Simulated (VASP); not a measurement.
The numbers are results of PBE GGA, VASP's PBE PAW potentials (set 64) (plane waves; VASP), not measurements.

The input files of a VASP run:

**KPOINTS**
```
Automatic mesh
0
Gamma
14 14 8
0 0 0
```

INCAR:
```
GGA=PE   # PBE
PREC=Accurate
LASPH=.True.
SYSTEM=Ru
LREAL=.False.
ALGO=Normal   # blocked Davidson
ISMEAR=1   # Methfessel-Paxton
LCHARG=.False.
ENCUT=400   # plane-wave cut-off (eV)
LMAXMIX=4   # l cut-off of mixed one-centre charges
LWAVE=.False.
SIGMA=0.1
ISIF=2   # forces and stress, cell fixed
EDIFF=1E-8   # SCF stop (eV)
NELM=100
```

File POSCAR:
```
Ru
1
    1.3178820000    -2.3175950000     0.0000000000
    1.3178820000     2.3175950000     0.0000000000
    0.0000000000     0.0000000000     4.2814260000
Ru
2
Direct
  0.3333330000   0.6666670000   0.2500000000
  0.6964450000   0.3631110000   0.7500000000
```

POTCAR, in this order: Ru_pv (PBE.64 set). Program: vasp_std.

Problem. Estimate the energy per atom (σ→0), pressure, largest force, band gap (on the k-mesh).

Solution. 
The energy per atom (σ→0) comes out as -9.174 eV/atom and the band gap (on the k-mesh) comes out as none (metal, semimetal or under 0.01 eV). The pressure comes out as 17.47 GPa and the largest force is 0.553 eV/Å.

**OSZICAR**
```
...
DAV:   9    -0.183476026938E+02   -0.97606E-04   -0.40792E-04 23990   0.202E-01    0.509E-02
DAV:  10    -0.183476087546E+02   -0.60608E-05   -0.17910E-05 18992   0.451E-02    0.146E-02
DAV:  11    -0.183476136969E+02   -0.49422E-05   -0.21324E-06 19602   0.164E-02    0.225E-03
DAV:  12    -0.183476133866E+02    0.31026E-06   -0.59462E-08 21028   0.218E-03    0.688E-04
DAV:  13    -0.183476133994E+02   -0.12738E-07   -0.26372E-09  9760   0.569E-04    0.329E-04
DAV:  14    -0.183476134138E+02   -0.14444E-07   -0.57814E-10  9342   0.236E-04    0.347E-05
DAV:  15    -0.183476134225E+02   -0.87016E-08   -0.13105E-10  9232   0.967E-05
   1 F= -.18347613E+02 E0= -.18347505E+02  d E =-.326079E-03
```

The compound is Ru in the hcp structure. The cell was not relaxed at this level, atoms are displaced from their ideal sites. The run is one of a series of settings (EDIFF = 1E-8 against the base run), some of them coarse on purpose.
